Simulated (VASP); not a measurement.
Mg6AlFe: single point with PBE

Crystal: Mg6AlFe.

```xyz
8
Lattice="4.9023 0.0000 0.0000 0.0000 2.9994 5.3202 0.0000 -2.9994 5.3202" Properties=species:S:1:pos:R:3 pbc="T T T"
Fe    2.4691   -0.0161    7.2337
Al    0.0337    0.0049    8.7389
Mg    2.4868   -0.0215    1.8028
Mg    2.4167    1.5280    4.3835
Mg    2.4863   -1.4884    4.4174
Mg   -0.0129   -0.0221    3.5565
Mg    0.0223    1.4338    6.2367
Mg    0.0205   -1.5512    6.1733
```

The cell comes from a database or a generator and needn't be the stable form of this composition.

The cell isn't the ideal one: atoms moved at random, drawn with an rms of 0.05 Å.

```
Program             : VASP 6.6.1
Task                : single point
Functional          : PBE
Potentials or basis : VASP PAW PBE potentials, release 64 (Fe, Al, Mg)
Cutoff              : 520 eV
k mesh              : 6 × 5 × 5
Occupations         : fermi-dirac, width 0.05 eV
Spin                : collinear spin, ferromagnetic start
Starting moments    : [3.0, 0.0, 0.0, 0.0, 0.0, 0.0, 0.0, 0.0] μB
```

| Quantity | Value |
| --- | --- |
| Pressure | 0.1 GPa |
| Largest force | 0.454 eV/Å |
| Band gap on the k mesh | none (metal or under the smearing width) |
| Net moment | 2.12 μB per cell |
| Site moments | Fe +2.49; Al -0.02; Mg -0.01, +0.01, -0.02 μB |
| Valence electrons inside the program's atomic spheres | Fe 6.79; Al 0.76; Mg 0.38, 0.37, 0.39 |

Forces on the atoms (eV/Å):
```
Fe   0.009  0.007 -0.028
Al  -0.069 -0.129 -0.264
Mg  -0.119 -0.002 -0.129
Mg   0.175  0.090  0.174
Mg  -0.100 -0.175  0.117
Mg   0.103  0.114 -0.134
Mg  -0.054 -0.273  0.004
Mg   0.054  0.368  0.261
```

Stress tensor (GPa, compression positive):
```
 0.10  0.11  0.03
 0.11  0.86 -0.40
 0.03 -0.40 -0.66
```

Levels at points of the mesh, in eV from the Fermi level:
Spin up:
| k point | band 11 | band 12 | band 13 | band 14 | band 15 | band 16 |
| --- | --- | --- | --- | --- | --- | --- |
| (0.00, 0.00, 0.00) | -1.80 | -1.37 | -1.29 | -0.41 | 2.57 | 3.07 |
| (0.50, 0.00, 0.00) | -1.21 | -1.01 | -0.70 | -0.55 | -0.09 | -0.07 |
Spin down:
| k point | band 6 | band 7 | band 8 | band 9 | band 10 | band 11 | band 12 | band 13 | band 14 | band 15 |
| --- | --- | --- | --- | --- | --- | --- | --- | --- | --- | --- |
| (0.00, 0.00, 0.00) | -2.25 | -2.04 | -1.93 | -1.34 | -0.29 | -0.04 | 0.29 | 0.37 | 0.81 | 2.64 |
| (0.50, 0.00, 0.00) | -1.56 | -1.20 | -1.14 | -1.06 | -0.88 | -0.80 | -0.66 | -0.48 | -0.41 | 0.55 |

Wall time 20 min on 1 thread of AMD EPYC 7R43 64-Core Processor (Zen 3), on a shared host, peak memory 0.63 GiB.
